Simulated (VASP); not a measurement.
Input for VASP

POSCAR:
```
PtSe2
1.0
  1.9023000000  -3.2948800000   0.0000000000
  1.9023000000   3.2948800000   0.0000000000
  0.0000000000   0.0000000000   5.1816000000
Pt Se
1 2
Cart
  0.0000000000   0.0000000000   0.0000000000
  1.9023000000   1.0982955299   1.3213080000
  1.9023000000  -1.0982955299   3.8602920000
```

### INCAR
```
SYSTEM = PtSe2
PREC = Accurate; ENCUT = 520; LREAL = F
LASPH = T
EDIFF = 1E-6; NELM = 100; ALGO = Normal
LMAXMIX = 6
ISMEAR = 0; SIGMA = 0.05
GGA = PE
ISIF = 2
LWAVE = F; LCHARG = F
```

File KPOINTS:
```
Automatic mesh
0
Gamma
 6 6 4
```

POTCAR, in this order: Pt Se_GW (PBE.64 set). Program: vasp_std.

Task: Write an equivalent input for Ansatz.

Result: One equivalent input (not run):
Ansatz 0.2 input:
```yaml
crystal:
  lattice:
    - [1.9023000, -3.2948800, 0.0000000]
    - [1.9023000, 3.2948800, 0.0000000]
    - [0.0000000, 0.0000000, 5.1816000]
  atoms:
    - { symbol: Pt, position: [0.0000000, 0.0000000, 0.0000000] }
    - { symbol: Se, position: [0.3333330, 0.6666670, 0.2550000] }
    - { symbol: Se, position: [0.6666670, 0.3333330, 0.7450000] }
kpoints:
  mp_grid: { grid: [6, 6, 4] }
hamiltonian:
  xc: pbe
  pseudopotentials: { kind: paw }
scf:
  occupations: { method: gaussian, width: 0.05 }
  max_iter: 100
output: { forces: true, stress: true, eigenvalues: true }
```
What does not carry over: each code has its own PAW files, so the cut-off isn't converted (ENCUT is set for VASP's; basis.ecutwfc is left out, and Ansatz then takes the one that its files recommend); Ansatz stops its SCF on the density residual and VASP on the energy change (EDIFF).

The compound is PtSe2 in the 1T layered structure. The cell was not relaxed at this level. The k-mesh is coarse (spacing up to 0.32 per Å, 2π included), so the numbers may not be converged in it. The run is one of a series of settings (ENCUT = 520, POTCAR Pt Se_GW (PBE.64 set) against the base run), some of them coarse on purpose.
